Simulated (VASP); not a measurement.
Here is the system:

```
CELL_PARAMETERS angstrom
     -1.62973     1.62973     2.49290
      1.62973    -1.62973     2.49290
      1.62973     1.62973    -2.49290
ATOMIC_POSITIONS crystal
  In 0.00000 0.00000 0.00000
```

These are PBE GGA, VASP's PBE PAW potentials (set 64) (plane waves; VASP) values and carry that method's errors. Run with 300 eV cut-off, 11×11×11 Γ-centred mesh, Fermi-Dirac smearing of 0.14 eV, potentials In_d.

At this cut-off the stress carries a Pulay error, which pulls relaxed volumes low. Unless said otherwise, spin-orbit coupling is left out, though it shifts the bands of the heavy elements here.

Question: Estimate the energy per atom (σ→0), pressure, band gap (on the k-mesh) with the smallest direct gap where there is one.

Answer: 
```json
{
  "band gap (on the k-mesh)": "none (metal, semimetal or under 0.01 eV)",
  "energy per atom (σ→0)": "-2.553 eV/atom",
  "pressure": "1.05 GPa"
}
```

The structure comes from a computed database's In entry; how it stands against other phases isn't given here. The cell was not relaxed at this level.
